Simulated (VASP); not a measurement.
Data:

```
CELL_PARAMETERS angstrom
     -2.51000     2.51000     2.51000
      2.51000    -2.51000     2.51000
      2.51000     2.51000    -2.51000
ATOMIC_POSITIONS crystal
  Ba 0.00000 0.00000 0.00000
```

Level of theory: PBE GGA, VASP's PBE PAW potentials (set 64) (plane waves; VASP 6.6.1). Settings: 400 eV cut-off, 9×9×9 Γ-centred mesh, first-order Methfessel-Paxton smearing of 0.10 eV, potentials Ba_sv.

Unless said otherwise, spin-orbit coupling is left out, though it shifts the bands of the heavy elements here.

### Question
What does the run give for the energy per atom (σ→0), band gap (on the k-mesh) with the smallest direct gap where there is one?

### Answer

```json
{
  "band gap (on the k-mesh)": "none (metal, semimetal or under 0.01 eV)",
  "energy per atom (σ→0)": "-1.906 eV/atom"
}
```

The absolute energy has meaning only against runs of the same code, potentials and settings.

The compound is Ba in the bcc structure. The cell was not relaxed at this level.
